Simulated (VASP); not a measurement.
A convergence study with VASP on AlN (zinc blende): one setting is varied, all else stays as given below, so the limit is that of these other settings.

```yaml
crystal:
  lattice:
    - [0.00000, 2.19000, 2.19000]
    - [2.19000, 0.00000, 2.19000]
    - [2.19000, 2.19000, 0.00000]
  atoms:
    - { symbol: Al, position: [0.00000, 0.00000, 0.00000] }
    - { symbol: N, position: [0.25000, 0.25000, 0.25000] }
```

All values below come from LDA (Ceperley-Alder, Perdew-Zunger), VASP's LDA PAW potentials (set 64) (plane waves; VASP). The tightest run used: 700 eV cut-off, 20×20×20 Γ-centred mesh, tetrahedra with Blöchl corrections, potentials Al N.

Gaps are read on the run's mesh, which can miss a band edge.

The settings run are 3×3×3 mesh; 4×4×4 mesh; 5×5×5 mesh; 6×6×6 mesh; 7×7×7 mesh; 8×8×8 mesh; 9×9×9 mesh; 10×10×10 mesh; 11×11×11 mesh; 12×12×12 mesh; 13×13×13 mesh; 14×14×14 mesh; 15×15×15 mesh; 16×16×16 mesh; 17×17×17 mesh; 18×18×18 mesh; 19×19×19 mesh; 20×20×20 mesh. From which on does the energy per atom stay within 0.01 eV/atom of the tightest run?

From 5×5×5 mesh on: it is off by 0.0040 there and by no more than 0.01 in any finer run, while 4×4×4 mesh is off by 0.0190.
```csv
setting,E (eV/atom),pressure (GPa),gap on the mesh (eV),irreducible k-points,difference judged (eV/atom)
3×3×3 mesh,-8.0836,-4.41,4.098,4,0.1024
4×4×4 mesh,-8.1669,-4.76,3.189,8,0.0190
5×5×5 mesh,-8.1819,-4.80,3.789,10,0.0040
6×6×6 mesh,-8.1850,-4.80,3.218,16,0.0010
7×7×7 mesh,-8.1857,-4.80,3.519,20,0.0002
8×8×8 mesh,-8.1859,-4.80,3.220,29,0.0001
9×9×9 mesh,-8.1859,-4.80,3.403,35,0.0000
10×10×10 mesh,-8.1859,-4.80,3.220,47,0.0000
11×11×11 mesh,-8.1859,-4.80,3.343,56,0.0000
12×12×12 mesh,-8.1859,-4.80,3.220,72,0.0000
13×13×13 mesh,-8.1859,-4.80,3.308,84,0.0000
14×14×14 mesh,-8.1859,-4.80,3.220,104,0.0000
15×15×15 mesh,-8.1859,-4.80,3.286,120,0.0000
16×16×16 mesh,-8.1859,-4.80,3.220,145,0.0000
17×17×17 mesh,-8.1859,-4.80,3.272,165,0.0000
18×18×18 mesh,-8.1859,-4.80,3.220,195,0.0000
19×19×19 mesh,-8.1859,-4.80,3.262,220,0.0000
20×20×20 mesh,-8.1859,-4.80,3.220,256,0.0000
```

Left out are rungs that failed or repeat a setting and relaxations that didn't move; long series are thinned to 24 rows.

The compound is AlN in the zinc blende structure, a metastable form; wurtzite is the usual one. The cell was not relaxed at this level.
